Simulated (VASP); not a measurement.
VASP input:

INCAR:
```
# general
SYSTEM =BAs
PREC   =Accurate
ENCUT  =620   # plane-wave cut-off (eV)
LREAL  =.FALSE.
LASPH  =.TRUE.   # aspherical one-centre terms

# electronic loop
EDIFF  =1E-6   # SCF stop (eV)
NELM   =100   # most electronic steps
ALGO   =Normal
LMAXMIX=4   # l cut-off of mixed one-centre charges

# smearing
ISMEAR =0
SIGMA  =0.05

# functional
GGA    =PS

# ions
IBRION =2   # conjugate gradients
NSW    =40   # most ionic steps
ISIF   =3
EDIFFG =-0.02   # ionic stop
PSTRESS=450

# output
LWAVE  =.FALSE.
LCHARG =.FALSE.
```

File KPOINTS:
```
Automatic mesh
0
Gamma
10 10 10
0 0 0
```

### POSCAR
```
BAs
1
    0.0000000000     2.2279391826     2.2279391826
    2.2279391826    -0.0000000000     2.2279391826
    2.2279391826     2.2279391826    -0.0000000000
B As
1 1
Direct
  0.0000000000   0.0000000000   1.0000000000
  0.2500000000   0.2500000000   0.2500000000
```

POTCAR, in this order: B As (PBE.64 set). Program: vasp_std.

Task: Translate this PBEsol calculation to Ansatz.

Result: One equivalent input (not run):
Ansatz 0.2 input:
```yaml
crystal:
  lattice:
    - [0.0000000, 2.2279392, 2.2279392]
    - [2.2279392, 0.0000000, 2.2279392]
    - [2.2279392, 2.2279392, 0.0000000]
  atoms:
    - { symbol: B, position: [0.0000000, 0.0000000, 1.0000000] }
    - { symbol: As, position: [0.2500000, 0.2500000, 0.2500000] }
kpoints:
  mp_grid: { grid: [10, 10, 10] }
hamiltonian:
  xc: pbesol
  pseudopotentials: { kind: paw }
scf:
  occupations: { method: gaussian, width: 0.05 }
  max_iter: 100
relax:
  max_steps: 40
  f_tol: 0.02
  cell: { p_target: 45 }
output: { forces: true, stress: true, eigenvalues: true }
```
Limits of the translation: each code has its own PAW files, so the cut-off isn't converted (ENCUT is set for VASP's; basis.ecutwfc is left out, and Ansatz then takes the one that its files recommend); Ansatz stops its SCF on the density residual and VASP on the energy change (EDIFF).

The structure was generated: BAs was put into the zinc blende type (F-43m), which need not be its known phase. It was relaxed first under an external pressure of 45 GPa.
